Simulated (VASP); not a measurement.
# Ca8CO in VASP: further runs

One slab, Ca8CO, is run at these levels: PBE; tasks: single point.

Everything below comes from runs of VASP 6.6.1. Logs are shortened: lines on timing, memory, paths and dates and some standing lists are left out, and cuts for length are marked.

## (1) Starting point

The cell holds a slab with vacuum, 10 atoms: a = 7.813 Å, b = 7.813 Å, c = 20.609 Å, α = 90.00°, β = 90.00°, γ = 90.00°.

## (2) Single point, PBE

Input file INCAR:

```
ALGO = Fast ; DIPOL = 0.5 0.5 0.298
EDIFF = 1E-6 ; ENCUT = 520
GGA = PE ; IDIPOL = 3
ISIF = 2 ; ISMEAR = 0
LASPH = T ; LCHARG = F
LDIPOL = T ; LREAL = F
LWAVE = F ; NBANDS = 56
NELM = 100 ; PREC = Accurate
SIGMA = 0.1
```

Input file KPOINTS:

```
k-points
0
Gamma
  4 4 1
```

Input file POSCAR:

```
Ca8CO
1.0
    7.8132359333      0.0000000000      0.0000000000
    0.0000000000      7.8132359333      0.0000000000
    0.0000000000      0.0000000000     20.6093933580
Ca C O
8 1 1
Direct
    0.2500000000      0.2500000000      0.1940862562
    0.2500000000      0.7500000000      0.1940862562
    0.7500000000      0.2500000000      0.1940862562
    0.7500000000      0.7500000000      0.1940862562
    0.0000000000      0.0000000000      0.3206981032
    0.0000000000      0.5000000000      0.3206981032
    0.5000000000      0.0000000000      0.3206981032
    0.5000000000      0.5000000000      0.3206981032
    0.0000000000      0.0000000000      0.4623810702
    0.1049813257      0.1049813257      0.4623810702
```

Potentials or basis: VASP PAW PBE potentials, release 64 (Ca_sv, C, O).

Run with:

```sh
> cat potpaw_PBE.64/Ca_sv/POTCAR potpaw_PBE.64/C/POTCAR potpaw_PBE.64/O/POTCAR > POTCAR
> mpirun -np 1 vasp_std > vasp.out
```

OUTCAR:

```text
EDIFF = 1E-6
   ENCUT = 520
   GGA = PE
   ISIF = 2
   ISMEAR = 0
   LASPH = T
   LREAL = F
   NELM = 100
   PREC = Accurate

 ion  position               nearest neighbor table
   1  0.250  0.250  0.194-
   2  0.250  0.750  0.194-
   3  0.750  0.250  0.194-
   4  0.750  0.750  0.194-
   5  0.000  0.000  0.321-
   6  0.000  0.500  0.321-
   7  0.500  0.000  0.321-
   8  0.500  0.500  0.321-
   9  0.000  0.000  0.462-  10 1.16
  10  0.105  0.105  0.462-   9 1.16

  LATTYP: Found a simple tetragonal cell.
 ALAT       =     7.8132359333
 C/A-ratio  =     2.6377538748

  Lattice vectors:

 A1 = (   7.8132359333,   0.0000000000,   0.0000000000)
 A2 = (   0.0000000000,   7.8132359333,   0.0000000000)
 A3 = (   0.0000000000,   0.0000000000,  20.6093933580)

Analysis of symmetry for initial positions (statically):
=====================================================================
 Subroutine PRICEL returns:
 Original cell was already a primitive cell.

 Routine SETGRP: Setting up the symmetry group for a
 simple tetragonal supercell.

 Subroutine GETGRP returns: Found  2 space group operations
 (whereof  2 operations were pure point group operations)
 out of a pool of 16 trial point group operations.

The static configuration has the point symmetry C_1h.

Analysis of symmetry for dynamics (positions and initial velocities):
=====================================================================
 Subroutine PRICEL returns:
 Original cell was already a primitive cell.

 Routine SETGRP: Setting up the symmetry group for a
 simple tetragonal supercell.

 Subroutine GETGRP returns: Found  2 space group operations
 (whereof  2 operations were pure point group operations)
 out of a pool of 16 trial point group operations.

The dynamic configuration has the point symmetry C_1h.

 Subroutine INISYM returns: Found  2 space group operations
 (whereof  2 operations are pure point group operations),
 and found     1 'primitive' translations

----------------------------------------------------------------------------------------

                                     Primitive cell

  volume of cell :    1258.1345

  direct lattice vectors                    reciprocal lattice vectors
     7.813235933  0.000000000  0.000000000     0.127987944  0.000000000  0.000000000
     0.000000000  7.813235933  0.000000000     0.000000000  0.127987944  0.000000000
     0.000000000  0.000000000 20.609393358     0.000000000  0.000000000  0.048521564

  length of vectors
     7.813235933  7.813235933 20.609393358     0.127987944  0.127987944  0.048521564

  position of ions in fractional coordinates (direct lattice)
     0.250000000  0.250000000  0.194086256
     0.250000000  0.750000000  0.194086256
     0.750000000  0.250000000  0.194086256
     0.750000000  0.750000000  0.194086256
     0.000000000  0.000000000  0.320698103
     0.000000000  0.500000000  0.320698103
     0.500000000  0.000000000  0.320698103
     0.500000000  0.500000000  0.320698103
     0.000000000  0.000000000  0.462381070
     0.104981326  0.104981326  0.462381070

  ion indices of the primitive-cell ions
   primitive index   ion index
                 1           1
                 2           2
                 3           3
                 4           4
                 5           5
                 6           6
                 7           7
                 8           8
                 9           9
                10          10

----------------------------------------------------------------------------------------

 KPOINTS: k-points

Automatic generation of k-mesh.
 Grid dimensions read from file:
 generate k-points for:    4    4    1

 Generating k-lattice:

  Cartesian coordinates                     Fractional coordinates (reciprocal lattice)
     0.031996986  0.000000000  0.000000000     0.250000000  0.000000000  0.000000000
     0.000000000  0.031996986  0.000000000     0.000000000  0.250000000  0.000000000
     0.000000000  0.000000000  0.048521564     0.000000000  0.000000000  1.000000000

  Length of vectors
     0.031996986  0.031996986  0.048521564

  Shift w.r.t. Gamma in fractional coordinates (k-lattice)
     0.000000000  0.000000000  0.000000000

 Subroutine IBZKPT returns following result:
 ===========================================

 Found      7 irreducible k-points:

 Following reciprocal coordinates:
            Coordinates               Weight
  0.000000  0.000000  0.000000      1.000000
  0.250000  0.000000  0.000000      4.000000
  0.500000  0.000000  0.000000      2.000000
  0.250000  0.250000  0.000000      2.000000
 -0.250000  0.250000  0.000000      2.000000
  0.500000  0.250000  0.000000      4.000000
  0.500000  0.500000  0.000000      1.000000
   k-points           NKPTS =      7   k-points in BZ     NKDIM =      7   number of bands    NBANDS=     56
   number of dos      NEDOS =    301   number of ions     NIONS =     10
   total plane-waves  NPLWV = 576000
   dimension x,y,z NGX =    60 NGY =   60 NGZ =  160
   dimension x,y,z NGXF=   120 NGYF=  120 NGZF=  320
   ions per type =               8   1   1
   NGX,Y,Z   is equivalent  to a cutoff of  12.77, 12.77, 12.91 a.u.
   NGXF,Y,Z  is equivalent  to a cutoff of  25.53, 25.53, 25.81 a.u.
 SYSTEM =  unknown system
   PREC   = accura    normal or accurate (medium, high low for compatibility)
   ISTART =      0    job   : 0-new  1-cont  2-samecut
   ICHARG =      2    charge: 1-file 2-atom 10-const
   ISPIN  =      1    spin polarized calculation?
   LNONCOLLINEAR =      F non collinear calculations
   LSORBIT =      F    spin-orbit coupling
   LASPH  =      T    aspherical Exc in radial PAW
   ENCUT  =  520.0 eV  38.22 Ry    6.18 a.u.  14.53 14.53 38.32*2*pi/ulx,y,z
   NELM   =    100;   NELMIN=  2; NELMDL= -5     # of ELM steps
   EDIFF  = 0.1E-05   stopping-criterion for ELM
   LREAL  =      F    real-space projection
   EDIFFG = 0.1E-04   stopping-criterion for IOM
   NSW    =      0    number of steps for IOM
   IBRION =     -1    ionic relax: 0-MD 1-quasi-New 2-CG
   NFREE  =      0    steps in history (QN), initial steepest desc. (CG)
   ISIF   =      2    stress and relaxation
   ISYM   =      2    0-nonsym 1-usesym 2-fastsym
   POTIM  = 0.5000    time-step for ionic-motion
   TEBEG  =    0.0;   TEEND  =   0.0 temperature during run
   PSTRESS=    0.0 pullay stress
   NELECT =      90.0000    total number of electrons
   NUPDOWN=      -1.0000    fix difference up-down
   EMIN   =  10.00;   EMAX   =-10.00  energy-range for DOS
   EFERMI =   0.00;   METHOD = LEGACY
   ISMEAR =     0;   SIGMA  =   0.10  broadening in eV -4-tet -1-fermi 0-gaus
   EFERMI_NEDOS =   21; number of points for ismear=-14 and -15
   IALGO  =     68    algorithm
   IMIX   =      4    mixing-type and parameters
     AMIX     =   0.40;   BMIX     =  1.00
     AMIX_MAG =   1.60;   BMIX_MAG =  1.00
  volume/ion in A,a.u.               =     125.81       849.03
  Fermi-wavevector in a.u.,A,eV,Ry     =   0.679589  1.284238  6.283740  0.461842
  Thomas-Fermi vector in A             =   1.757831
   LORBIT       =      0    0 simple, 1 ext, 2 COOP (PROOUT), +10 PAW based schemes
   GGA     = PE    functional components
   LHFCALC =     F    Hartree Fock is set to
   AEXX    =    0.0000 exact exchange contribution
   IVDW    =     0    specifies the selected vdW correction
   LEPSILON=     F    determine dielectric tensor
   LRPA    =     F    only Hartree local field effects (RPA)
 non-spin polarized calculation
 RMM-DIIS sequential band-by-band and
 Gauss-broadening in eV      SIGMA  =   0.10
  energy-cutoff  :      520.00
  volume of cell :     1258.13
 maximum number of plane-waves:     33903
 NGX is ok and might be reduce to    60
   NGX = 29   NGY = 29   NGZ = 77

 dipolmoment           0.000000      0.000000     -0.017970 electrons x Angstroem

 number of electron      90.0000021 magnetization

 dipolmoment           0.000000      0.000000      0.072180 electrons x Angstroem

 Free energy of the ion-electron system (eV)
  ---------------------------------------------------
  ext. energy  EPLUGINS =         0.00000000
  ---------------------------------------------------
  free energy    TOTEN  =       -26.81344270 eV

  energy without entropy =      -26.73884448  energy(sigma->0) =      -26.77614359

 E-fermi :  -1.2912     XC(G=0):  -3.0694

 val. band max:       -1.2912371412   @ k =   0.5000   0.2500   0.0000
 cond. band min:      -1.2546319972   @ k =   0.5000   0.2500   0.0000
 fundamental gap:      0.0366051440
 Fermi energy:        -1.2912014107

 k-point     1 :       0.0000    0.0000    0.0000
  band No.  band energies     occupation
      1     -43.7577      2.00000
      2     -43.7547      2.00000
      3     -43.7461      2.00000
      4     -43.7418      2.00000
      5     -43.7382      2.00000
      6     -43.7374      2.00000
[... 48 lines left out ...]
     55      -0.4384      0.00000
     56      -0.3773      0.00000

 k-point     2 :       0.2500    0.0000    0.0000
  band No.  band energies     occupation
      1     -43.7571      2.00000
      2     -43.7549      2.00000
      3     -43.7465      2.00000
      4     -43.7416      2.00000
      5     -43.7381      2.00000
      6     -43.7372      2.00000
[... 48 lines left out ...]
     55      -0.3812      0.00000
     56       0.3215      0.00000
[... 234 lines left out ...]
     55      -0.3221      0.00000
     56      -0.1668      0.00000

 k-point     7 :       0.5000    0.5000    0.0000
  band No.  band energies     occupation
      1     -43.7553      2.00000
      2     -43.7553      2.00000
      3     -43.7479      2.00000
      4     -43.7407      2.00000
      5     -43.7377      2.00000
      6     -43.7376      2.00000
[... 48 lines left out ...]
     55      -0.3820      0.00000
     56      -0.3127      0.00000

------------------------ aborting loop because EDIFF is reached ----------------------------------------

 vacuum level on the upper side and lower side of the slab       (xc-potential included)         0.037        -0.201

  FORCE on cell =-STRESS in cart. coord.  units (eV):
  Direction    XX          YY          ZZ          XY          YZ          ZX
  --------------------------------------------------------------------------------------
  -------------------------------------------------------------------------------------
  Total       -1.9036561     -1.9036561      0.3464221      0.1906922      0.0539161      0.0539142
  in kB       -2.4242198     -2.4242198      0.4411529      0.2428378      0.0686597      0.0686574
  external PRESSURE =      -1.4690955 kB  Pullay stress =       0.0000000 kB

 VOLUME and BASIS-vectors are now :
 -----------------------------------------------------------------------------
  energy-cutoff  :      520.00
  volume of cell :     1258.13
      direct lattice vectors                 reciprocal lattice vectors
     7.813235933  0.000000000  0.000000000     0.127987944  0.000000000  0.000000000
     0.000000000  7.813235933  0.000000000     0.000000000  0.127987944  0.000000000
     0.000000000  0.000000000 20.609393358     0.000000000  0.000000000  0.048521564

 POSITION                                       TOTAL-FORCE (eV/Angst)
 -----------------------------------------------------------------------------------
      1.95331      1.95331      4.00000        -0.015221     -0.015221     -0.011660
      1.95331      5.85993      4.00000        -0.005892      0.013384     -0.018701
      5.85993      1.95331      4.00000         0.013384     -0.005892     -0.018701
      5.85993      5.85993      4.00000         0.007887      0.007887     -0.034158
      0.00000      0.00000      6.60939        -0.031801     -0.031801     -0.029257
      0.00000      3.90662      6.60939         0.012195      0.011812      0.012654
      3.90662      0.00000      6.60939         0.011812      0.012195      0.012654
      3.90662      3.90662      6.60939        -0.011276     -0.011276      0.004216
      0.00000      0.00000      9.52939        -0.180818     -0.180818     -0.096171
      0.82024      0.82024      9.52939         0.199729      0.199729      0.179124
 -----------------------------------------------------------------------------------
    total drift:                                0.000190      0.000190      0.000331

  FREE ENERGIE OF THE ION-ELECTRON SYSTEM (eV)
  ---------------------------------------------------
  free  energy   TOTEN  =       -26.8134426962 eV

  energy  without entropy=      -26.7388444768  energy(sigma->0) =      -26.77614359

 vacuum level on the upper side and lower side of the slab         1.571         1.327
```

Run time: 23 min. Hardware: 1 thread of Intel Xeon Platinum 8488C (Sapphire Rapids), shared host; peak memory 1.4 GiB.

Results:

```
Free energy            : -26.8134 eV
Largest force          : 0.334 eV/Å
Band gap on the k mesh : none (metal or under the smearing width)
```

Forces in eV/Å, atoms in the order of the input:
```
Ca  -0.015 -0.015 -0.012
Ca  -0.006  0.013 -0.019
Ca   0.013 -0.006 -0.019
Ca   0.008  0.008 -0.034
Ca  -0.032 -0.032 -0.029
Ca   0.012  0.012  0.013
Ca   0.012  0.012  0.013
Ca  -0.011 -0.011  0.004
C   -0.181 -0.181 -0.096
O    0.200  0.200  0.179
```

Caveat: the standard files for N, O and F lose accuracy on very short bonds.

## (3) Single point, PBE

Input file INCAR:

```
ALGO = Fast
DIPOL = 0.5 0.5 0.299
EDIFF = 1E-7
ENCUT = 520
GGA = PE
IDIPOL = 3
ISIF = 2
ISMEAR = 0
LASPH = True
LCHARG = False
LDIPOL = True
LREAL = False
LWAVE = False
NBANDS = 56
NELM = 100
PREC = Accurate
SIGMA = 0.1
```

KPOINTS is that of step 2.

POSCAR: that of step 2 with these lines changed.

```diff
@@ -16,3 +16,3 @@
     0.5000000000      0.5000000000      0.3206981032
-    0.0000000000      0.0000000000      0.4623810702
-    0.1049813257      0.1049813257      0.4623810702
+    0.0000000000      0.0000000000      0.4497654636
+    0.0909164950      0.0909164950      0.4779079707
```

Potentials or basis: VASP PAW PBE potentials, release 64 (Ca_sv, C, O).

Run with:

```sh
> cat potpaw_PBE.64/Ca_sv/POTCAR potpaw_PBE.64/C/POTCAR potpaw_PBE.64/O/POTCAR > POTCAR
> mpirun -np 1 vasp_std > vasp.out
```

It took 26 min on 1 thread of Intel Xeon Platinum 8488C (Sapphire Rapids), shared host; peak memory 1.4 GiB.

The run converged. Its results:

| Quantity | Value |
| --- | --- |
| Free energy | -26.9561 eV |
| Largest force | 0.453 eV/Å |
| Band gap on the k mesh | none (metal or under the smearing width) |

Forces on the atoms (eV/Å):
```
Ca  -0.011 -0.011 -0.036
Ca  -0.009  0.007 -0.016
Ca   0.007 -0.009 -0.016
Ca   0.010  0.010 -0.039
Ca  -0.112 -0.112 -0.110
Ca  -0.003  0.017  0.028
Ca   0.017 -0.003  0.028
Ca   0.000  0.000  0.008
C    0.103  0.103 -0.299
O   -0.003 -0.003  0.453
```

Levels at points of the mesh, in eV from the Fermi level:
```csv
k point,band 43,band 44,band 45,band 46,band 47,band 48
"(0.00, 0.00, 0.00)",-1.05,-0.13,-0.07,0.05,0.33,0.37
"(0.50, 0.00, 0.00)",-0.63,-0.62,-0.60,0.21,0.31,0.41
"(0.50, 0.50, 0.00)",-0.51,-0.47,-0.31,0.32,0.40,0.62
```

Caveat: the standard files for N, O and F lose accuracy on very short bonds.
